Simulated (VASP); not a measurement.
Calculation: SCAN meta-GGA, VASP's PBE PAW potentials (set 64) (plane waves; VASP).

A VASP calculation is set up with these files.

File KPOINTS:
```
Automatic mesh
0
Gamma
7 7 2
0 0 0
```

### INCAR
```
SYSTEM = WS2
PREC = Accurate
ENCUT = 520
EDIFF = 1E-6
NELM = 100
ALGO = Normal
LREAL = .FALSE.
LASPH = .TRUE.
ISMEAR = 0
SIGMA = 0.05
METAGGA = SCAN
LMIXTAU = .TRUE.
LMAXMIX = 6
LWAVE = .FALSE.
LCHARG = .FALSE.
IBRION = 2
ISIF = 3
NSW = 60
EDIFFG = -0.02
```

**POSCAR**
```
WS2
1
    1.5842306902    -2.7439680239    -0.0000000000
    1.5842306902     2.7439680239    -0.0000000000
    0.0000000000     0.0000000000    12.8704278102
W S
2 4
Direct
  0.3333330000   0.6666670000   0.2500000000
  0.6666670000   0.3333330000   0.7500000000
  0.3333330000   0.6666670000   0.8709581098
  0.6666670000   0.3333330000   0.3709581098
  0.6666670000   0.3333330000   0.1290418902
  0.3333330000   0.6666670000   0.6290418902
```

POTCAR, in this order: W_sv S (PBE.64 set). Program: vasp_std.

What VASP printed:

**OUTCAR**
```
 ion  position               nearest neighbor table
   1  0.333  0.667  0.250-   4 2.40   5 2.40   4 2.40   5 2.40   4 2.40   5 2.40
   2  0.667  0.333  0.750-   3 2.40   6 2.40   3 2.40   6 2.40   3 2.40   6 2.40
   3  0.333  0.667  0.871-   2 2.40   2 2.40   2 2.40
   4  0.667  0.333  0.371-   1 2.40   1 2.40   1 2.40
   5  0.667  0.333  0.129-   1 2.40   1 2.40   1 2.40
   6  0.333  0.667  0.629-   2 2.40   2 2.40   2 2.40
  LATTYP: Found a hexagonal cell.
 ALAT       =     3.1684613610
 C/A-ratio  =     4.0620434791
 Subroutine PRICEL returns:
 Original cell was already a primitive cell.
 Subroutine GETGRP returns: Found 24 space group operations
The static configuration has the point symmetry D_3d.
 The point group associated with its full space group is D_6h.
The dynamic configuration has the point symmetry D_3d.
 Subroutine INISYM returns: Found 24 space group operations
 Subroutine IBZKPT returns following result:
 Found     16 irreducible k-points:

 Following reciprocal coordinates:
            Coordinates               Weight
  0.000000  0.000000  0.000000      1.000000
  0.142857  0.000000  0.000000      6.000000
  0.285714  0.000000  0.000000      6.000000
...
```

### OSZICAR
```
       N       E                     dE             d eps       ncg     rms          rms(c)
DAV:   1     0.396085081342E+03    0.39609E+03   -0.29405E+04  1096   0.170E+03
DAV:   2    -0.160510057503E+03   -0.55660E+03   -0.54435E+03  1162   0.458E+02
DAV:   3    -0.197160465081E+03   -0.36650E+02   -0.36268E+02  1246   0.105E+02
DAV:   4    -0.198114318961E+03   -0.95385E+00   -0.95085E+00  1203   0.179E+01
DAV:   5    -0.198142253456E+03   -0.27934E-01   -0.27921E-01  1255   0.299E+00    0.427E+01
DAV:   6    -0.190904689589E+03    0.72376E+01   -0.12564E+01  1201   0.263E+01    0.174E+01
DAV:   7    -0.185170452237E+03    0.57342E+01   -0.29715E+00  1250   0.897E+00    0.523E+00
DAV:   8    -0.185721912138E+03   -0.55146E+00   -0.89946E-01  1271   0.813E+00    0.320E+00
DAV:   9    -0.183092098283E+03    0.26298E+01   -0.63830E-01  1139   0.699E+00    0.139E+00
DAV:  10    -0.183006311681E+03    0.85787E-01   -0.24535E-01  1090   0.483E+00    0.484E-01
DAV:  11    -0.182577331148E+03    0.42898E+00   -0.46255E-01  1020   0.687E+00    0.253E-01
DAV:  12    -0.182564271713E+03    0.13059E-01   -0.28595E-02  1195   0.162E+00    0.258E-01
DAV:  13    -0.182551740340E+03    0.12531E-01   -0.24396E-02  1083   0.155E+00    0.376E-01
DAV:  14    -0.182890717876E+03   -0.33898E+00   -0.17251E-01  1041   0.301E+00    0.449E-01
DAV:  15    -0.182890695046E+03    0.22831E-04   -0.14261E-02  1160   0.103E+00    0.139E-01
DAV:  16    -0.182892216705E+03   -0.15217E-02   -0.17663E-02  1027   0.126E+00    0.216E-01
DAV:  17    -0.182893406065E+03   -0.11894E-02   -0.26316E-03  1062   0.425E-01    0.147E-01
DAV:  18    -0.182893400886E+03    0.51788E-05   -0.57255E-03  1055   0.609E-01    0.157E-01
DAV:  19    -0.182893492719E+03   -0.91833E-04   -0.65805E-04  1167   0.250E-01    0.123E-01
DAV:  20    -0.182893496690E+03   -0.39709E-05   -0.44635E-05  1153   0.601E-02    0.104E-01
DAV:  21    -0.182893410712E+03    0.85978E-04   -0.26285E-04  1083   0.147E-01    0.573E-02
DAV:  22    -0.182893410933E+03   -0.22148E-06   -0.14088E-04  1160   0.925E-02    0.315E-02
DAV:  23    -0.182893384987E+03    0.25946E-04   -0.42006E-05  1069   0.648E-02    0.228E-02
DAV:  24    -0.182893409112E+03   -0.24125E-04   -0.39837E-05  1062   0.597E-02    0.123E-02
DAV:  25    -0.182893390199E+03    0.18913E-04   -0.17522E-05  1076   0.385E-02    0.798E-03
DAV:  26    -0.182893383302E+03    0.68972E-05   -0.18026E-06   891   0.121E-02    0.783E-03
DAV:  27    -0.182893382742E+03    0.56017E-06   -0.76822E-07   706   0.788E-03
   1 F= -.18289338E+03 E0= -.18289338E+03  d E =-.182893E+03
```

### OUTCAR
```
------------------------ aborting loop because EDIFF is reached ----------------------------------------
  FORCE on cell =-STRESS in cart. coord.  units (eV):
  Direction    XX          YY          ZZ          XY          YZ          ZX
  --------------------------------------------------------------------------------------
  Total       -0.0841707     -0.0841707     -0.0525997      0.0000000      0.0000000     -0.0000000
  in kB       -1.2051773     -1.2051773     -0.7531363      0.0000000      0.0000000     -0.0000000
  external PRESSURE =      -1.0544970 kB  Pullay stress =       0.0000000 kB
  volume of cell :      111.90
      direct lattice vectors                 reciprocal lattice vectors
     1.584230690 -2.743968024  0.000000000     0.315610601 -0.182217867  0.000000000
     1.584230690  2.743968024  0.000000000     0.315610601  0.182217867  0.000000000
     0.000000000  0.000000000 12.870427810     0.000000000  0.000000000  0.077697495
 POSITION                                       TOTAL-FORCE (eV/Angst)
 -----------------------------------------------------------------------------------
      1.58423      0.91466      3.21761         0.000000     -0.000000      0.000000
      1.58423     -0.91466      9.65282         0.000000      0.000000      0.000000
      1.58423      0.91466     11.20960        -0.000000      0.000000     -0.015844
      1.58423     -0.91466      4.77439        -0.000000     -0.000000     -0.015844
      1.58423     -0.91466      1.66082         0.000000      0.000000      0.015844
      1.58423      0.91466      8.09604        -0.000000      0.000000      0.015844
 -----------------------------------------------------------------------------------
    total drift:                               -0.000000      0.001156     -0.000033
  FREE ENERGIE OF THE ION-ELECTRON SYSTEM (eV)
  ---------------------------------------------------
  free  energy   TOTEN  =      -182.8933827416 eV

  energy  without entropy=     -182.8933827416  energy(sigma->0) =     -182.89338274

 reached required accuracy - stopping structural energy minimisation
```
(Selected blocks of OUTCAR.)

The compound is WS2 in the 2H layered structure. It was relaxed first, which changed the volume by +6 %. The start is the result of an earlier pass.
